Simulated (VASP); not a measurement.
Given:

```
Te
1.0
    2.30545    -3.99315     0.00000
    2.30545     3.99315     0.00000
    0.00000     0.00000     5.91438
Te
3
Direct
  0.00000   0.25445   0.66667
  0.74555   0.74555   0.00000
  0.25445   0.00000   0.33333
```

Computed with r2SCAN meta-GGA with spin-orbit coupling, VASP's PBE PAW potentials (set 64) (plane waves; VASP). Settings: 400 eV cut-off, 5×5×4 Γ-centred mesh, Gaussian smearing of 0.050 eV, potentials Te.

Task: Give the energies of bands 11 to 24 at the high-symmetry points, in eV from the valence-band maximum.

Result: 
```json
[
 {"band": "11", "Γ": "-2.96", "M": "-3.62", "K": "-3.16", "A": "-2.85", "L": "-3.87", "H": "-4.93"},
 {"band": "12", "Γ": "-2.96", "M": "-3.62", "K": "-3.16", "A": "-2.85", "L": "-3.87", "H": "-4.93"},
 {"band": "13", "Γ": "-1.83", "M": "-3.33", "K": "-3.08", "A": "-1.60", "L": "-2.38", "H": "-1.32"},
 {"band": "14", "Γ": "-1.83", "M": "-3.33", "K": "-2.90", "A": "-1.60", "L": "-2.38", "H": "-1.32"},
 {"band": "15", "Γ": "-1.82", "M": "-1.44", "K": "-2.90", "A": "-1.44", "L": "-2.00", "H": "-0.36"},
 {"band": "16", "Γ": "-1.82", "M": "-1.44", "K": "-2.86", "A": "-1.44", "L": "-2.00", "H": "-0.36"},
 {"band": "17", "Γ": "-0.84", "M": "-1.09", "K": "-2.39", "A": "-1.28", "L": "-0.25", "H": "-0.10"},
 {"band": "18", "Γ": "-0.84", "M": "-1.09", "K": "-2.39", "A": "-1.28", "L": "-0.25", "H": "0.00"},
 {"band": "19", "Γ": "0.78", "M": "1.11", "K": "2.63", "A": "0.53", "L": "0.95", "H": "0.32"},
 {"band": "20", "Γ": "0.78", "M": "1.11", "K": "2.68", "A": "0.53", "L": "0.95", "H": "0.32"},
 {"band": "21", "Γ": "1.25", "M": "1.28", "K": "2.83", "A": "0.66", "L": "1.86", "H": "1.57"},
 {"band": "22", "Γ": "1.25", "M": "1.28", "K": "2.83", "A": "0.66", "L": "1.86", "H": "1.59"},
 {"band": "23", "Γ": "1.72", "M": "3.55", "K": "3.13", "A": "0.89", "L": "2.56", "H": "1.78"},
 {"band": "24", "Γ": "1.72", "M": "3.55", "K": "3.13", "A": "0.89", "L": "2.56", "H": "1.78"}
]
```

The gap is direct, 0.32 eV, from the valence maximum at H to the conduction minimum at H.

The compound is Te in the trig structure. It was relaxed first, which changed the volume by +7 %.
